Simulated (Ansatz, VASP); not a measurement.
## Na (Na(111)) in two plane-wave programs

Wanted: the spread between two codes on one cell, functional and k mesh.

Method: plane waves, with VASP 6.6.1 beside it; single point at PBE, single point at LDA and single point at RPBE, in Ansatz 0.2.0.

### Step 1. The structure

The cell holds 11 atoms: 11 Na. Cell: a = 5.982 Å, b = 5.982 Å, c = 30.211 Å, α = 90.0°, β = 90.0°, γ = 60.0°. Vacuum lies along c.

As a file:

```cif
data_structure
_symmetry_space_group_name_H-M 'P 1'
_symmetry_Int_Tables_number 1
_cell_length_a 5.9821
_cell_length_b 5.9821
_cell_length_c 30.2110
_cell_angle_alpha 90.000
_cell_angle_beta 90.000
_cell_angle_gamma 60.000
_cell_volume 936.28
loop_
_atom_site_label
_atom_site_type_symbol
_atom_site_fract_x
_atom_site_fract_y
_atom_site_fract_z
_atom_site_occupancy
Na1 Na 0.66667 0.66667 0.29791 1
Na2 Na 0.00000 0.00000 0.33832 1
Na3 Na 0.33333 0.33333 0.37874 1
Na4 Na 0.66667 0.66667 0.41916 1
Na5 Na 0.00000 0.00000 0.45958 1
Na6 Na 0.33333 0.33333 0.50000 1
Na7 Na 0.66667 0.66667 0.54042 1
Na8 Na 0.00000 0.00000 0.58084 1
Na9 Na 0.33333 0.33333 0.62126 1
Na10 Na 0.66667 0.66667 0.66168 1
Na11 Na 0.00000 0.00000 0.70209 1
```

### Step 2. VASP: single point, PBE

A single point gives forces, pressure and levels at one fixed geometry, so differences don't come from the geometry; what else differs is listed under the comparison.

Lines of VASP's logs that name or quote its potential files are left out, and so is its time.

INCAR

```
SYSTEM = Na
PREC = Normal
ENCUT = 350
EDIFF = 1E-06
NELM = 120
ISMEAR = 1
SIGMA = 0.4
LREAL = .FALSE.
ALGO = Normal
GGA = PE
NBANDS = 16
LORBIT = 11
LWAVE = .FALSE.
LCHARG = .FALSE.
KPAR = 4
IDIPOL = 3
LDIPOL = .TRUE.
DIPOL = 0.5 0.5 0.5
LVHAR = .TRUE.
LVACPOTAV = .TRUE.
```

POSCAR

```
Na
1.0
    5.9821233688      0.0000000000      0.0000000000
    2.9910616844      5.1806708060      0.0000000000
    0.0000000000      0.0000000000     30.2109581934
Na
11
Direct
    0.6666666667      0.6666666667      0.2979051489
    0.0000000000      0.0000000000      0.3383241191
    0.3333333333      0.3333333333      0.3787430894
    0.6666666667      0.6666666667      0.4191620596
    0.0000000000      0.0000000000      0.4595810298
    0.3333333333      0.3333333333      0.5000000000
    0.6666666667      0.6666666667      0.5404189702
    0.0000000000      0.0000000000      0.5808379404
    0.3333333333      0.3333333333      0.6212569106
    0.6666666667      0.6666666667      0.6616758809
    0.0000000000      0.0000000000      0.7020948511
```

KPOINTS

```
Automatic mesh
0
Gamma
6 6 1
0 0 0
```

Potentials, in the order of the species: Na (PBE family, release 64).

Launch:

```sh
$ mpirun -np 4 vasp_std
```

Numbers of over 12 decimals in the logs are rounded to 6 here.

The program printed:

```text
[banner, memory and clock lines left out]
running    4 mpi-ranks, on    1 nodes
 distrk:  each k-point on    1 cores,    4 groups
 distr:  one band on    1 cores,    1 groups

 POSCAR found type information on POSCAR Na
 POSCAR found :  1 types and      11 ions
 LDA part: xc-table for (Slater+PW92), standard interpolation
 POSCAR, INCAR and KPOINTS ok, starting setup
 FFT: planning ... GRIDC
 FFT: planning ... GRID_SOFT
 FFT: planning ... GRID
 WAVECAR not read
 entering main loop
       N       E                     dE             d eps       ncg     rms          rms(c)
DAV:   1    -0.904362931021E+00   -0.90436E+00   -0.14932E+03   224   0.254E+02
DAV:   2    -0.133262323805E+02   -0.12422E+02   -0.11405E+02   312   0.381E+01
DAV:   3    -0.139335982219E+02   -0.60737E+00   -0.59694E+00   304   0.933E+00
DAV:   4    -0.139653623908E+02   -0.31764E-01   -0.31754E-01   368   0.219E+00
DAV:   5    -0.139669518326E+02   -0.15894E-02   -0.15894E-02   384   0.510E-01    0.127E+00
DAV:   6    -0.134499672253E+02    0.51698E+00   -0.10517E+00   320   0.224E+00    0.683E-01
DAV:   7    -0.133989497309E+02    0.51017E-01   -0.12106E-01   288   0.790E-01    0.462E-01
DAV:   8    -0.133534279241E+02    0.45522E-01   -0.13473E-01   296   0.814E-01    0.145E-01
DAV:   9    -0.133571683413E+02   -0.37404E-02   -0.22890E-02   256   0.503E-01    0.101E-01
DAV:  10    -0.133560397291E+02    0.11286E-02   -0.40287E-03   280   0.190E-01    0.446E-02
DAV:  11    -0.133562238089E+02   -0.18408E-03   -0.22926E-03   320   0.106E-01    0.358E-02
DAV:  12    -0.133564116448E+02   -0.18784E-03   -0.10414E-03   248   0.955E-02    0.155E-02
DAV:  13    -0.133572026080E+02   -0.79096E-03   -0.31497E-04   248   0.472E-02    0.102E-02
DAV:  14    -0.133572741903E+02   -0.71582E-04   -0.13983E-04   240   0.318E-02    0.462E-03
DAV:  15    -0.133573477506E+02   -0.73560E-04   -0.30254E-05   256   0.167E-02    0.234E-03
DAV:  16    -0.133573671458E+02   -0.19395E-04   -0.20227E-05   272   0.116E-02    0.766E-04
DAV:  17    -0.133573742855E+02   -0.71397E-05   -0.35955E-06   272   0.516E-03    0.856E-04
DAV:  18    -0.133573836476E+02   -0.93621E-05   -0.18621E-06   264   0.368E-03    0.411E-04
DAV:  19    -0.133573925344E+02   -0.88868E-05   -0.72683E-07   240   0.208E-03    0.439E-04
DAV:  20    -0.133573967067E+02   -0.41723E-05   -0.50492E-07   240   0.170E-03    0.164E-04
DAV:  21    -0.133573974309E+02   -0.72424E-06   -0.61912E-08   216   0.102E-03
|                                                                             |
|           W    W    AA    RRRRR   N    N  II  N    N   GGGG   !!!           |
|           W    W   A  A   R    R  NN   N  II  NN   N  G    G  !!!           |
|           W    W  A    A  R    R  N N  N  II  N N  N  G       !!!           |
|           W WW W  AAAAAA  RRRRR   N  N N  II  N  N N  G  GGG   !            |
|           WW  WW  A    A  R   R   N   NN  II  N   NN  G    G                |
|           W    W  A    A  R    R  N    N  II  N    N   GGGG   !!!           |
|                                                                             |
|     Did not find any points to average over, which means that no vacuum     |
|     field-free region was found. Please increase the size of  your cell     |
|     in the dimension of the dipole correction to obtain accurate            |
|     workfunction values.                                                    |
|                                                                             |

   1 F= -.13357397E+02 E0= -.13349516E+02  d E =-.236446E-01
```

OUTCAR, selected parts (step 2):

```text
ion  position               nearest neighbor table
   1  0.667  0.667  0.298-   2 3.66   2 3.66   2 3.66   4 3.66
   2  0.000  0.000  0.338-   1 3.66   1 3.66   1 3.66   3 3.66   3 3.66   3 3.66   5 3.66
   3  0.333  0.333  0.379-   6 3.66   4 3.66   4 3.66   4 3.66   2 3.66   2 3.66   2 3.66
   4  0.667  0.667  0.419-   7 3.66   5 3.66   3 3.66   3 3.66   5 3.66   5 3.66   3 3.66   1 3.66

  LATTYP: Found a hexagonal cell.
 ALAT       =     5.9821233688
 C/A-ratio  =     5.0502064786

 Subroutine GETGRP returns: Found 12 space group operations
 (whereof  6 operations were pure point group operations)

The static configuration has the point symmetry C_3v.
 The point group associated with its full space group is D_3d.

 Found      7 irreducible k-points:

   k-points           NKPTS =      7   k-points in BZ     NKDIM =      7   number of bands    NBANDS=     16

   dimension x,y,z NGX =    28 NGY =   28 NGZ =  140
   dimension x,y,z NGXF=    56 NGYF=   56 NGZF=  280

   ENCUT  =  350.0 eV  25.72 Ry    5.07 a.u.   9.13  9.13 46.08*2*pi/ulx,y,z

   NELECT =      11.0000    total number of electrons

 k-points in reciprocal lattice and weights: Automatic mesh
   0.00000000  0.00000000  0.00000000       0.028
   0.16666667  0.00000000  0.00000000       0.167
   0.33333333 -0.00000000  0.00000000       0.167
   0.50000000  0.00000000  0.00000000       0.083
   0.33333333  0.16666667  0.00000000       0.167
   0.50000000  0.16666667  0.00000000       0.333
  -0.33333333  0.33333333  0.00000000       0.056

 dipolmoment           0.000000      0.000000      0.000000 electrons x Angstroem

 average (electrostatic) potential at core
       1 -46.1598       2 -45.8046       3 -45.7139       4 -45.6426       5 -45.6350
       6 -45.6286       7 -45.6350       8 -45.6427       9 -45.7139      10 -45.8046
      11 -46.1598

 E-fermi :  -1.1339

 k-point     1 :       0.0000    0.0000    0.0000
  band No.  band energies     occupation
      1      -4.2303      2.00000
      2      -3.7655      2.00000
      3      -3.0117      2.00000
      4      -2.0730      2.00445
      5      -1.0672      0.72232
      6      -0.0810     -0.00126
      7       0.7761     -0.00000
      8       1.0079     -0.00000
      9       1.0079     -0.00000
     10       1.0472     -0.00000
    ...

 k-point     2 :       0.1667    0.0000    0.0000
  band No.  band energies     occupation
      1      -4.0711      2.00000
      2      -3.6074      2.00000
      3      -2.8554      2.00000
      4      -1.9194      2.01794
      5      -0.9176      0.21672
      6      -0.3716     -0.02142
      7       0.0406     -0.00027
      8       0.0923     -0.00013
      9       0.3097     -0.00000
    ...

 k-point     3 :       0.3333   -0.0000    0.0000
  band No.  band energies     occupation
    ...
      2      -3.1355      2.00000
      3      -2.3908      2.00008
      4      -1.7258      2.05708
      5      -1.4756      2.00534
      6      -1.2569      1.49434
      7      -0.5404     -0.05674
      8      -0.4623     -0.03894
      9      -0.1205     -0.00199
     10       0.2868     -0.00001
     11       0.3047     -0.00000
    ...

  Total       -0.9871768     -0.9871768     -1.0443845     -0.0000000      0.0000000      0.0000000
  in kB       -1.6892724     -1.6892724     -1.7871671     -0.0000000      0.0000000      0.0000000
  external PRESSURE =      -1.7219039 kB  Pullay stress =       0.0000000 kB

  energy-cutoff  :      350.00
  volume of cell :      936.28
      direct lattice vectors                 reciprocal lattice vectors
     5.982123369  0.000000000  0.000000000     0.167164724 -0.096512598  0.000000000
     2.991061684  5.180670806  0.000000000     0.000000000  0.193025196  0.000000000
     0.000000000  0.000000000 30.210958193     0.000000000  0.000000000  0.033100572

 POSITION                                       TOTAL-FORCE (eV/Angst)
 -----------------------------------------------------------------------------------
      5.98212      3.45378      9.00000        -0.000000     -0.000000      0.087106
      0.00000      0.00000     10.22110        -0.000000     -0.000000      0.052654
      2.99106      1.72689     11.44219         0.000000      0.000000     -0.060971
      5.98212      3.45378     12.66329         0.000000      0.000000     -0.020131
      0.00000      0.00000     13.88438         0.000000      0.000000      0.005802
      2.99106      1.72689     15.10548        -0.000000     -0.000000     -0.000000
      5.98212      3.45378     16.32657        -0.000000     -0.000000     -0.005802
      0.00000      0.00000     17.54767        -0.000000     -0.000000      0.020131
      2.99106      1.72689     18.76877        -0.000000      0.000000      0.060971
      5.98212      3.45378     19.98986         0.000000      0.000000     -0.052654
      0.00000      0.00000     21.21096         0.000000      0.000000     -0.087106
 -----------------------------------------------------------------------------------
    total drift:                                0.000000      0.000000      0.000000

  FREE ENERGIE OF THE ION-ELECTRON SYSTEM (eV)
  ---------------------------------------------------
  free  energy   TOTEN  =       -13.3573974309 eV

  energy  without entropy=      -13.3337528020  energy(sigma->0) =      -13.34951589

 vacuum level on the upper side and lower side of the slab         1.422         1.422

 total charge
# of ion       s       p       d       tot
------------------------------------------
    1        0.102   0.012   0.000   0.114
    2        0.102   0.021   0.000   0.123
    3        0.093   0.024   0.000   0.116
    4        0.093   0.026   0.000   0.119
    5        0.096   0.025   0.000   0.121
    6        0.093   0.026   0.000   0.120
    7        0.096   0.025   0.000   0.121
    8        0.093   0.026   0.000   0.119
    9        0.093   0.024   0.000   0.116
   10        0.102   0.021   0.000   0.123
   11        0.102   0.012   0.000   0.114
--------------------------------------------------
tot          1.065   0.241   0.000   1.306

[... 3 further parts left out ...]
```

The data set Na keeps the semicore shell frozen, which is cheaper and a little less accurate.

### Step 3. Ansatz: single point, PBE

Ansatz runs on its default PAW (the set named soft_2) files.

The same cell, functional, mesh and smearing now go to Ansatz, which takes its cutoff from its data sets.

input.yaml

```yaml
crystal:
  lattice:
    - [5.9821233688, 0.0, 0.0]
    - [2.9910616844, 5.180670806, 0.0]
    - [0.0, 0.0, 30.2109581934]
  atoms:
    - { symbol: Na, position: [0.6666666667, 0.6666666667, 0.2979051489] }
    - { symbol: Na, position: [0.0, 0.0, 0.3383241191] }
    - { symbol: Na, position: [0.3333333333, 0.3333333333, 0.3787430894] }
    - { symbol: Na, position: [0.6666666667, 0.6666666667, 0.4191620596] }
    - { symbol: Na, position: [0.0, 0.0, 0.4595810298] }
    - { symbol: Na, position: [0.3333333333, 0.3333333333, 0.5] }
    - { symbol: Na, position: [0.6666666667, 0.6666666667, 0.5404189702] }
    - { symbol: Na, position: [0.0, 0.0, 0.5808379404] }
    - { symbol: Na, position: [0.3333333333, 0.3333333333, 0.6212569106] }
    - { symbol: Na, position: [0.6666666667, 0.6666666667, 0.6616758809] }
    - { symbol: Na, position: [0.0, 0.0, 0.7020948511] }
hamiltonian:
  xc: pbe
  pseudopotentials: { kind: paw }
kpoints:
  mp_grid: { grid: [6, 6, 1] }
scf:
  occupations: { method: methfessel_paxton, width: 0.4 }
  n_extra_bands: 6
efield:
  axis: 3
  dipole_correction: true
  ramp_width: 0.04
output:
  forces: true
  eigenvalues: true
```

Launch:

```sh
$ ansatz run input.yaml --threads 4 --pin off --max-ram 9216MiB --backend cpu --events-out ev --progress --plain --runs-dir out
```

The program printed:

```text
scf.n_extra_bands = 6 over 50 filled bands (N_el = 99.0): the run solves 56 bands
Engine: ansatz 0.2.0, x86_64-unknown-linux-gnu
Pseudopotentials: kind: paw
Pseudopotential: Na, paw, valence charge 9, recommended cutoff 420 eV (normal), Na.paw.azcp
Functional definition: PBE
  parameter kappa = 0.804
  parameter beta = 0.066725
  exchange = pbe_x(kappa = kappa, mu = beta*pi^2/3)
  correlation = pbe_c(beta = beta)
Crystal: 11 atoms, lattice volume = 936.280 Å³
Basis set: ecut = 420 eV, 18149 PW (Γ), exchange–correlation on 80×80×432 points (8 copies of the dense FFT grid, shifted against one another)
Bands: 56, of which v1, the nominal top of the filled ones, is band 50 counted from 1 (49 counted from 0)
Symmetry: 6 space group operations
k-points: 7 of 36 (time reversal used)
Non-local potential: Na, projectors of the file, l = 0: 3, l = 1: 2, l = 2: 1
PAW form: soft (Blöchl's): semilocal exchange-correlation on the pseudo side does not see the compensation charge
PAW one-centre angular grid: Na, 110 points (default); XC on 64 Gauss nodes
Initial density: superposition of atomic densities (neutral atoms: chi_scale 0, normalization atom), corrected by the library's trained network
Initial wavefunctions: pseudopotential atomic-orbital guess
Functional: x = pbe(κ = 0.804, μ = 0.219515), c = pbe(β = 0.066725)
SCF iter   1: F=—  HF=-16349.595042 eV  |F-HF|=—  |Δ(HF+E_count)|=         —  Δρ=1.11e-3  dr2=1.93e-1  ethr=1.77e-3  p=0.000 e·Å  D=5.10e-14 V/Å  ΔV_dip=-0.00 eV  dr2_dipole=4.12e-8  V_vac-E_F(+/−)=2.36/2.36 eV  ⟨swp⟩=7.9  Hψ=1844  notcnv=0
efield: sawtooth ramp at fractional position 0.9800 (placed from the atoms, in the widest stretch of the axis that holds none; the zero of the levels goes with the place), width 0.0400; the density the first Hamiltonian is built on has a dipole p = 0.000 e·Å; the dipole correction subtracts the counter field D = 5.10e-14 V/Å, which shifts the + side's vacuum level by -0.00 eV against the − side's; the planar-averaged density in the ramp window peaks in size at 5.0e-6 e/Å³
preconditioner: auto → LDOS  [metal: Δε(μ)=0.120 eV  Ē_g=2.182 eV  σ=0.400 eV  W_gap=0.25  n_scr=96 (ndim 8)  ℏωp=4.0 eV  f_vac=0.503  D(μ)=6.30/eV (n_scr^D=10)  β→1.0]
SCF iter   2: F=—  HF=-16349.567325 eV  |F-HF|=—  |Δ(HF+E_count)|=   2.77e-2  S|Δr|=    0.00e0  Δρ=3.54e-4  dr2=7.88e-3  ethr=1.95e-4  p=0.000 e·Å  D=1.58e-6 V/Å  ΔV_dip=-0.00 eV  dr2_dipole=2.97e-8  V_vac-E_F(+/−)=2.51/2.51 eV  ⟨swp⟩=2.0  Hψ=492  notcnv=0
SCF iter   3: F=—  HF=-16349.567964 eV  |F-HF|=—  |Δ(HF+E_count)|=   6.39e-4  S|Δr|=    0.00e0  Δρ=1.95e-4  dr2=6.05e-4  ethr=7.96e-6  p=0.000 e·Å  D=3.17e-6 V/Å  ΔV_dip=-0.00 eV  dr2_dipole=8.73e-8  V_vac-E_F(+/−)=2.54/2.54 eV  ⟨swp⟩=2.1  Hψ=689  notcnv=0
SCF iter   4: F=—  HF=-16349.567809 eV  |F-HF|=—  |Δ(HF+E_count)|=   1.55e-4  S|Δr|=    0.00e0  Δρ=6.14e-5  dr2=2.96e-5  ethr=6.11e-7  p=-0.000 e·Å  D=-6.41e-7 V/Å  ΔV_dip=0.00 eV  dr2_dipole=8.28e-10  V_vac-E_F(+/−)=2.55/2.55 eV  ⟨swp⟩=2.1  Hψ=764  notcnv=0
SCF iter   5: F=—  HF=-16349.567939 eV  |F-HF|=—  |Δ(HF+E_count)|=   1.30e-4  S|Δr|=    0.00e0  Δρ=1.40e-5  dr2=4.87e-6  ethr=2.99e-8  p=-0.000 e·Å  D=-4.79e-7 V/Å  ΔV_dip=0.00 eV  dr2_dipole=7.84e-11  V_vac-E_F(+/−)=2.55/2.55 eV  ⟨swp⟩=2.3  Hψ=768  notcnv=0
SCF iter   6: F=—  HF=-16349.567941 eV  |F-HF|=—  |Δ(HF+E_count)|=   1.31e-6  S|Δr|=    0.00e0  Δρ=2.43e-6  dr2=4.08e-7  ethr=4.92e-9  p=-0.000 e·Å  D=-3.71e-7 V/Å  ΔV_dip=0.00 eV  dr2_dipole=3.29e-12  V_vac-E_F(+/−)=2.55/2.55 eV  ⟨swp⟩=2.1  Hψ=685  notcnv=0
SCF iter   7: F=-16349.567941 eV  HF=-16349.567941 eV  |F-HF|=2.88e-9  |Δ(HF+E_count)|=   8.53e-8  S|Δr|=    0.00e0  Δρ=5.81e-7  dr2=1.20e-8  ethr=1.01e-10  p=-0.000 e·Å  D=-1.31e-7 V/Å  ΔV_dip=0.00 eV  dr2_dipole=6.33e-13  V_vac-E_F(+/−)=2.55/2.55 eV  ⟨swp⟩=9.4  Hψ=1607  notcnv=0
SCF 1 converged in 7 iterations: F = -16349.567941 eV  dr2 = 1.20e-8
  greatest PAW one-centre occupation: 0.999 electrons in one spin orbital (limit 2), on the Na atom at site 10 (counted from 0), in its partial waves of l = 0
SCF converged after 7 iterations
Stability not checked: this state was not tested for a lower state beside it, because cold or Methfessel-Paxton smearing, or corrected tetrahedra, fill the levels in a way that the test cannot read (fill_not_monotonic; see scf.lower_state_search)
Free energy (F): -16349.567941 eV
Harris-Foulkes:  -16349.567941 eV  (|F-HF|=2.88e-9)
Internal energy: -16349.544512 eV  (E = F + TS)
E sigma→0 (E₀):  -16349.562084 eV
Entropy (-TS):   -0.023428 eV (-2.130 meV/atom)
Fermi energy:    -0.624078 eV
Dipole field:    D = 0.000000 V/Å  (p = 0.000002 e·Å, saw-weighted, corrected)
Work function:   Φ+ = 2.5517 eV   Φ− = 2.5517 eV
Levels:          The Fermi level and band energies are counted from a zero that moves with the ramp; work functions are not
--- Per-component energies (eV) ---
  E_band       = -2901.441727
  E_kinetic    = 1320.008070
  E_local      = -60666.772153  (includes V_loc(G=0)·N_el)
  E_nonlocal   = 1265.768377
  E_hartree    = 28079.296881
  E_xc         = -419.998760
  E_vxc        = -539.568977  (∫ρ·V_xc dr)
  E_paw        = -2894.893754  (= ΣΔE_a)
  E_vpaw       = -439.465469  (= ΣTr[D̂ρ^β])
  E_aug_tail   = -0.000343  (compensation charges beyond the density's cutoff)
  E_efield     = 0.000000  (sawtooth field / dipole correction)
  E_vefield    = 0.000000  (∫n·V_field dr)
  E_ewald      = 16967.047170
  E_smearing   = -0.023428  (= −TS)
  E_closure    = -0.000000  (closes the sum)
  Σ components = -16349.567941   (vs F -16349.567941, Δ=0.00e0)
--- Forces (eV/Å), atoms counted from 1 ---
  atom   1  Na     0.00000000     0.00000000     0.08473887
  atom   2  Na     0.00000000    -0.00000000     0.05098888
  atom   3  Na    -0.00000000     0.00000000    -0.06160960
  atom   4  Na    -0.00000000     0.00000000    -0.01987247
  atom   5  Na     0.00000000     0.00000000     0.00587145
  atom   6  Na    -0.00000000     0.00000000    -0.00000024
  atom   7  Na    -0.00000000    -0.00000000    -0.00587127
  atom   8  Na     0.00000000    -0.00000000     0.01987277
  atom   9  Na     0.00000000    -0.00000000     0.06160970
  atom  10  Na    -0.00000000     0.00000000    -0.05098859
  atom  11  Na    -0.00000000    -0.00000000    -0.08473915
  max |Σ_I F_I| component: 3.48e-7 eV/Å
--- Band table (eV; the first three rows and the last of 7) ---
  k-point 0: bands = [... 46 lower, -2.5006, -1.5605, -0.5548, 0.4290, 1.2817, 1.5128, 1.5128, 1.5526, ... 2 higher]
  k-point 1: bands = [... 46 lower, -2.3442, -1.4071, -0.4053, 0.1358, 0.5482, 0.6004, 0.8158, 1.2310, ... 2 higher]
  k-point 2: bands = [... 46 lower, -1.8797, -1.2152, -0.9641, -0.7478, -0.0319, 0.0491, 0.3868, 0.7956, ... 2 higher]
  k-point 6: bands = [... 46 lower, -1.8011, -1.4335, -1.4335, -1.2762, -0.7223, -0.7223, -0.4618, 0.2499, ... 2 higher]
```

Run time: 6 s. Hardware: 4 threads of Intel Xeon 6975P-C (Granite Rapids), shared host; peak memory 1.4 GiB; 23 s of CPU time.

Reading the cycles: dr2 is the Hartree energy of the density residual (eV), the measure of convergence; HF is the Harris–Foulkes estimate of the energy, which meets the free energy F at convergence.

### Step 4. Differences

Known differences besides the potentials themselves: the data sets hold 99 valence electrons in Ansatz (default PAW (the set named soft_2) files) and 11 in VASP; the cutoff is 420 eV in Ansatz and 350 eV in VASP (PREC = Normal); VASP leaves aspherical gradient terms in its spheres out (LASPH is not set), Ansatz keeps them. Total energies have different zeros and are not compared.

Compared:

```csv
quantity,Ansatz,VASP,difference
"work function, lower of the two faces (eV)",2.55,2.56,0.00
"work function, higher of the two faces (eV)",2.55,2.56,0.00
```

Forces on 7 of the 11 atoms, those with the largest forces and the largest differences (eV/Å; atoms numbered as in POSCAR):

```csv
atom,"Ansatz x, y, z","VASP x, y, z"
Na1,"0.000, 0.000, 0.085","0.000, 0.000, 0.087"
Na2,"0.000, 0.000, 0.051","0.000, 0.000, 0.053"
Na3,"0.000, 0.000, -0.062","0.000, 0.000, -0.061"
Na4,"0.000, 0.000, -0.020","0.000, 0.000, -0.020"
Na9,"0.000, 0.000, 0.062","0.000, 0.000, 0.061"
Na10,"0.000, 0.000, -0.051","0.000, 0.000, -0.053"
Na11,"0.000, 0.000, -0.085","0.000, 0.000, -0.087"
```

The forces differ by 0.7 meV/Å r.m.s., which is 2.5 % of the r.m.s. force of 0.03 eV/Å (both taken over all components). VASP's log warns that it found no field-free region in the vacuum, so its work functions are uncertain.

(Continued in part 2 of 2.)

[Lines on the potential files, build, host, timing and source positions are cut from VASP's logs without a mark.]

[Logs are printed without paths, hosts, clocks, repeated set-up lines and the standing remarks that a program may print on its own settings, such as how far it seeks lower states.]

[Hosts, paths, dates, database ids (printed as entryN), source tags and the programs' standing remarks are cut or masked in the printed files.]
